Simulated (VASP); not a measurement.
Set up this calculation in VASP 6.6.1, as the native input.

- Task: single point
- Functional: PBE
- Dispersion: D3(BJ)
- Potentials or basis: VASP PAW PBE potentials, release 64 (N, Li_sv, F)
- Cutoff: 520 eV
- k mesh: 1 × 1 × 1
- Occupations: fermi-dirac, width 0.02 eV
- Spin: no spin polarisation
- Dipole correction: no
- Further INCAR settings: ALGO = Fast; EDIFF = 1e-06; NBANDS = 42

The structure of LiN2F lies in POSCAR:

```
LiN2F
1.0
    6.3163600000      0.0000000000      0.0000000000
    0.0000000000      6.3163600000      0.0000000000
    0.0000000000      0.0000000000      6.3163600000
N Li F
6 3 3
Direct
    0.5993483589      0.3361904641      0.2094877429
    0.7357085410      0.2398216694      0.1429145900
   -0.1328771634      0.8261087082      0.3780500161
   -0.2595323889      0.8169895319      0.2596907079
    0.5307487224      0.7138763465      0.8174486571
    0.7034747861      0.6891469137      0.8147255698
    0.0648474754      0.2125907960     -0.1094142829
    1.1577079204      1.2042378838      0.4905831840
    1.1361132044      0.7122773243      0.6968728825
    0.1843308488      0.1506722226      0.1939566459
    1.0982432920      0.9830345325      0.7007991945
    1.1245084194      0.4117561380      0.6922183029
```

The cell was built by a generator and needn't be a form met in nature.

The input as run:

INCAR

```
  PREC = Accurate
  ENCUT = 520
  EDIFF = 1E-6
  ISMEAR = -1
  SIGMA = 0.02
  LREAL = False
  LASPH = True
  NELM = 100
  ALGO = Fast
  ISIF = 2
  LWAVE = False
  LCHARG = True
  GGA = PE
  IVDW = 12
  LELF = True
  LVHAR = True
  NBANDS = 42
```

KPOINTS

```
Automatic mesh
0
Gamma
  1 1 1
```

Potentials or basis: VASP PAW PBE potentials, release 64 (N, Li_sv, F).

The run is started by

```console
$ cat potpaw_PBE.64/N/POTCAR potpaw_PBE.64/Li_sv/POTCAR potpaw_PBE.64/F/POTCAR > POTCAR
$ mpirun -np 1 vasp_gam > vasp.out
```

It gave:

```json
{
  "Largest force": "3.283 eV/Å",
  "Band gap on the k mesh": "3.55 eV, direct",
  "Dispersion energy per atom": "-0.061 eV"
}
```

Caveat: the standard files for N, O and F lose accuracy on very short bonds.

Wall time 25 s on 1 thread of Intel(R) Xeon(R) 6975P-C (Granite Rapids) (shared host), peak memory 0.29 GiB.
